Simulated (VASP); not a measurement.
All values below come from PBEsol GGA, VASP's PBE PAW potentials (set 64) (plane waves; VASP).

A VASP calculation is set up with these files.

POSCAR:
```
Pb(100) slab
1
    3.4847553148     0.0000000000     0.0000000000
    0.0000000000     3.4847553148    -0.0000000000
   -0.0000000000    -0.0000000000    24.7902771083
Pb
4
Direct
  0.0000000000   0.5000000000   0.3509040000
  0.5000000000   0.0000000000   0.4503010000
  0.0000000000   0.5000000000   0.5496990000
  0.5000000000   0.0000000000   0.6490960000
```

### INCAR
```
ALGO = Normal
DIPOL = 0.5 0.5 0.5
EDIFF = 1E-5
EDIFFG = -0.03
ENCUT = 400
GGA = PS
IBRION = 2
IDIPOL = 3
ISIF = 2
ISMEAR = 1
LASPH = .TRUE.
LCHARG = .FALSE.
LDIPOL = .TRUE.
LMAXMIX = 4
LREAL = .FALSE.
LWAVE = .TRUE.
NELM = 100
NELMIN = 4
NSW = 50
PREC = Normal
SIGMA = 0.1
SYSTEM = Pb(100) slab
```

File KPOINTS:
```
Automatic mesh
0
Gamma
8 8 1
0 0 0
```

POTCAR, in this order: Pb_d (PBE.64 set). Program: vasp_std.

Unless said otherwise, spin-orbit coupling is left out, though it shifts the bands of the heavy elements here.

Q: Predict the energy per atom (σ→0), band gap (on the k-mesh).

A: 
The energy per atom (σ→0) is -3.840 eV/atom and the band gap (on the k-mesh) comes out as none (metal, semimetal or under 0.01 eV).

**OSZICAR**
```
...
DAV:   4    -0.153584768685E+02   -0.13232E-05   -0.30596E-06   574   0.209E-02
   5 F= -.15358477E+02 E0= -.15358790E+02  d E =-.785209E-01
       N       E                     dE             d eps       ncg     rms          rms(c)
DAV:   1    -0.153585482807E+02   -0.72735E-04   -0.15264E-01  1125   0.193E+00    0.205E-02
DAV:   2    -0.153587778401E+02   -0.22956E-03   -0.23556E-03  1377   0.419E-01    0.944E-03
DAV:   3    -0.153587798261E+02   -0.19860E-05   -0.25823E-05   866   0.486E-02    0.574E-03
DAV:   4    -0.153587807272E+02   -0.90106E-06   -0.47490E-06   565   0.219E-02
   6 F= -.15358781E+02 E0= -.15359103E+02  d E =-.303859E-03
```

The cell is a thin slab with vacuum, built from Pb (fcc): (100) face.
